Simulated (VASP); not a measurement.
Here is the system:

```
CELL_PARAMETERS angstrom
      6.12750     0.00000     0.00000
      0.00000     6.12750     0.00000
      0.00000     0.00000     6.12750
ATOMIC_POSITIONS crystal
  Na 0.00000 0.00000 0.00000
  Na 0.50000 0.50000 0.00000
  Na 0.50000 0.00000 0.50000
  Br 0.50000 0.50000 0.50000
  Br 0.00000 0.00000 0.50000
  Br 0.00000 0.50000 0.00000
  Br 0.50000 0.00000 0.00000
  K  0.00000 0.50000 0.50000
```

Method: PBEsol GGA, VASP's PBE PAW potentials (set 64) (plane waves; VASP). Settings: 400 eV cut-off, 4×4×4 Γ-centred mesh, tetrahedra with Blöchl corrections, potentials Na_pv Br K_sv.

Question: Estimate the energy per atom (σ→0), band gap (on the k-mesh) with the smallest direct gap where there is one.

Answer: 
```json
{
 "band gap (on the k-mesh)": "3.90 eV",
 "smallest direct gap (on the k-mesh)": "3.90 eV",
 "energy per atom (σ→0)": "-3.165 eV/atom"
}
```

The absolute energy has meaning only against runs of the same code, potentials and settings.

The structure was generated: KNa3Br4 was put into an ordered model structure (Pm-3m), which need not be its known phase. The cell was not relaxed at this level.
